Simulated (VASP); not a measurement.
```
Ir
1.0
    0.00000     1.90191     1.90191
    1.90191     0.00000     1.90191
    1.90191     1.90191     0.00000
Ir
1
Cartesian
  0.00000   0.00000   0.00000
```

Method: PBEsol GGA, VASP's PBE PAW potentials (set 64) (plane waves; VASP). Settings: 500 eV cut-off, 16×16×16 Γ-centred mesh, first-order Methfessel-Paxton smearing of 0.10 eV, potentials Ir.

Energy and stress use the plane-wave basis of the starting cell.

Task: The ions, cell shape and volume at an external pressure of 20.0 GPa are relaxed. Which structure does the run end with?

Result: 
```
Ir
1.0
    0.00000     1.88820     1.88820
    1.88820     0.00000     1.88820
    1.88820     1.88820     0.00000
Ir
1
Direct
  0.00000   0.00000   0.00000
```
Space group Fm-3m (225), at a tolerance of 0.03 Å.

Task: How do energy and volume change from the first to the last step?

Result: The energy (σ→0) changes by +27.3 meV/atom and the volume by -2.1 %, in 4 ionic steps.

```json
[
 {"step": "1", "E(σ→0) (eV)": "-9.7992", "max force (eV/Å)": "0.000", "pressure (GPa)": "9.87", "volume (Å³)": "13.76"},
 {"step": "2", "E(σ→0) (eV)": "-9.3440", "max force (eV/Å)": "0.000", "pressure (GPa)": "87.07", "volume (Å³)": "12.10"},
 {"step": "3", "E(σ→0) (eV)": "-9.7735", "max force (eV/Å)": "0.000", "pressure (GPa)": "19.46", "volume (Å³)": "13.48"},
 {"step": "4", "E(σ→0) (eV)": "-9.7719", "max force (eV/Å)": "0.000", "pressure (GPa)": "19.91", "volume (Å³)": "13.46"}
]
```

The compound is Ir in the fcc structure. This run relaxes it under an external pressure of 20 GPa. Symmetry was kept, so distortions that lower it aren't found.
